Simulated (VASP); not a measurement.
Calculation: PBE GGA, VASP's PBE PAW potentials (set 64) (plane waves; VASP).

VASP input:

File POSCAR:
```
V
1.0
 -1.4629504453   1.4629504453   1.4629504453
  1.4629504453  -1.4629504453   1.4629504453
  1.4629504453   1.4629504453  -1.4629504453
V
1
direct
  1.0000000000   0.0000000000   1.0000000000
```

**INCAR**
```
ISIF=3   # ions, shape and volume
PSTRESS=150
EDIFF=1E-7
IBRION=2   # conjugate gradients
NELM=100   # most electronic steps
LREAL=.FALSE.
PREC=Accurate
GGA=PE   # PBE
SIGMA=0.1
EDIFFG=-0.01   # ionic stop
LASPH=.TRUE.
LWAVE=.FALSE.
ISMEAR=1   # Methfessel-Paxton
ENCUT=480   # plane-wave cut-off (eV)
LCHARG=.FALSE.
LMAXMIX=4   # l cut-off of mixed one-centre charges
SYSTEM=V
ALGO=Normal   # blocked Davidson
NSW=40   # most ionic steps
```

### KPOINTS
```
Automatic mesh
0
Gamma
16 16 16
0 0 0
```

POTCAR, in this order: V_sv (PBE.64 set). Program: vasp_std.

The run wrote:

### OUTCAR
```
 ion  position               nearest neighbor table
   1  0.000  0.000  0.000-
  LATTYP: Found a body centered cubic cell.
 ALAT       =     2.9259008906
 Subroutine PRICEL returns:
 Original cell was already a primitive cell.
 Subroutine GETGRP returns: Found 48 space group operations
The static configuration has the point symmetry O_h .
The dynamic configuration has the point symmetry O_h .
 Subroutine INISYM returns: Found 48 space group operations
 Subroutine IBZKPT returns following result:
 Found    145 irreducible k-points:

 Following reciprocal coordinates:
            Coordinates               Weight
  0.000000  0.000000  0.000000      1.000000
  0.062500  0.000000  0.000000     12.000000
  0.125000  0.000000  0.000000     12.000000
  0.187500  0.000000  0.000000     12.000000
  0.250000  0.000000  0.000000     12.000000
  0.312500  0.000000  0.000000     12.000000
  0.375000  0.000000  0.000000     12.000000
  0.437500  0.000000  0.000000     12.000000
  0.500000  0.000000  0.000000      6.000000
  0.062500  0.062500  0.000000     24.000000
...
```

File OSZICAR:
```
       N       E                     dE             d eps       ncg     rms          rms(c)
DAV:   1     0.790340208599E+02    0.79034E+02   -0.70133E+03  2904   0.136E+03
DAV:   2    -0.891145328770E+01   -0.87945E+02   -0.86241E+02  2980   0.357E+02
DAV:   3    -0.101934520999E+02   -0.12820E+01   -0.12544E+01  3052   0.504E+01
DAV:   4    -0.102028124853E+02   -0.93604E-02   -0.92648E-02  2964   0.418E+00
DAV:   5    -0.102029047960E+02   -0.92311E-04   -0.92310E-04  3002   0.437E-01    0.203E+01
DAV:   6    -0.897420644858E+01    0.12287E+01   -0.46178E+00  2914   0.330E+01    0.279E+00
DAV:   7    -0.895239149052E+01    0.21815E-01   -0.29808E-02  2922   0.214E+00    0.120E+00
DAV:   8    -0.894499979718E+01    0.73917E-02   -0.72293E-03  2912   0.154E+00    0.111E-01
DAV:   9    -0.894499088054E+01    0.89166E-05   -0.26865E-04  2926   0.265E-01    0.317E-02
DAV:  10    -0.894499432512E+01   -0.34446E-05   -0.12085E-05  2918   0.473E-02    0.100E-03
DAV:  11    -0.894499481823E+01   -0.49311E-06   -0.57650E-08  1604   0.393E-03    0.543E-04
DAV:  12    -0.894499512131E+01   -0.30309E-06   -0.10639E-08  1462   0.176E-03    0.185E-04
DAV:  13    -0.894499513685E+01   -0.15538E-07   -0.14751E-09  1456   0.712E-04
   1 F= -.77724501E+01 E0= -.77723867E+01  d E =-.777245E+01
       N       E                     dE             d eps       ncg     rms          rms(c)
DAV:   1    -0.894348267924E+01    0.15124E-02   -0.47376E-02  2900   0.390E+00    0.551E-01
DAV:   2    -0.894127714664E+01    0.22055E-02   -0.95844E-03  2912   0.147E+00    0.106E-01
DAV:   3    -0.894125741597E+01    0.19731E-04   -0.28760E-05  2900   0.810E-02    0.607E-02
DAV:   4    -0.894124683462E+01    0.10581E-04   -0.22813E-05  2902   0.666E-02    0.483E-03
DAV:   5    -0.894124636702E+01    0.46760E-06   -0.36806E-07  2778   0.897E-03    0.142E-03
DAV:   6    -0.894124612216E+01    0.24486E-06   -0.50467E-08  1456   0.319E-03    0.113E-04
DAV:   7    -0.894124616674E+01   -0.44585E-07   -0.18961E-09  1450   0.581E-04
   2 F= -.77724258E+01 E0= -.77723889E+01  d E =0.243120E-04
       N       E                     dE             d eps       ncg     rms          rms(c)
DAV:   1    -0.894451752998E+01   -0.32714E-02   -0.18869E-02  2900   0.246E+00    0.345E-01
DAV:   2    -0.894364043510E+01    0.87709E-03   -0.38088E-03  2912   0.920E-01    0.652E-02
DAV:   3    -0.894363156149E+01    0.88736E-05   -0.11226E-05  2900   0.500E-02    0.378E-02
DAV:   4    -0.894362935888E+01    0.22026E-05   -0.90279E-06  2902   0.420E-02    0.309E-03
DAV:   5    -0.894362973689E+01   -0.37801E-06   -0.15209E-07  2202   0.583E-03    0.849E-04
DAV:   6    -0.894362985738E+01   -0.12048E-06   -0.25574E-08  1450   0.239E-03    0.835E-05
DAV:   7    -0.894362983404E+01    0.23337E-07   -0.10541E-09  1450   0.504E-04
   3 F= -.77724631E+01 E0= -.77724093E+01  d E =-.129100E-04
```

### OUTCAR
```
------------------------ aborting loop because EDIFF is reached ----------------------------------------
  FORCE on cell =-STRESS in cart. coord.  units (eV):
  Direction    XX          YY          ZZ          XY          YZ          ZX
  --------------------------------------------------------------------------------------
  Total        1.1710835      1.1710835      1.1710835      0.0000000      0.0000000     -0.0000000
  in kB      149.9893285    149.9893285    149.9893285      0.0000000      0.0000000     -0.0000000
  external PRESSURE =      -0.0106715 kB  Pullay stress =     150.0000000 kB
  volume of cell :       12.51
      direct lattice vectors                 reciprocal lattice vectors
    -1.462377035  1.462377035  1.462377035     0.000000000  0.341909089  0.341909089
     1.462377035 -1.462377035  1.462377035     0.341909089  0.000000000  0.341909089
     1.462377035  1.462377035 -1.462377035     0.341909089  0.341909089  0.000000000
 POSITION                                       TOTAL-FORCE (eV/Angst)
 -----------------------------------------------------------------------------------
      0.00000      0.00000     -0.00000         0.000000     -0.000000      0.000000
 -----------------------------------------------------------------------------------
    total drift:                                0.000000      0.000000     -0.000000
  FREE ENERGIE OF THE ION-ELECTRON SYSTEM (eV)
  ---------------------------------------------------
  free  energy   TOTEN  =        -8.9436298340 eV

  energy  without entropy=       -8.9434686426  energy(sigma->0) =       -8.94357610
  enthalpy is  TOTEN    =        -7.7724630596 eV   P V=        1.1711667744

 reached required accuracy - stopping structural energy minimisation
```
(Selected blocks of OUTCAR.)

CONTCAR:
```
V
   1.00000000000000
    -1.4623770351491583    1.4623770351491583    1.4623770351491583
     1.4623770351491583   -1.4623770351491583    1.4623770351491583
     1.4623770351491583    1.4623770351491583   -1.4623770351491583
  V
     1
Direct
     0.0000000000000000    0.0000000000000000    0.0000000000000000
```

The compound is V in the bcc structure. This run relaxes it under an external pressure of 15 GPa. Symmetry was kept, so distortions that lower it aren't found. The run is not spin-polarised, so no magnetic state was tried.
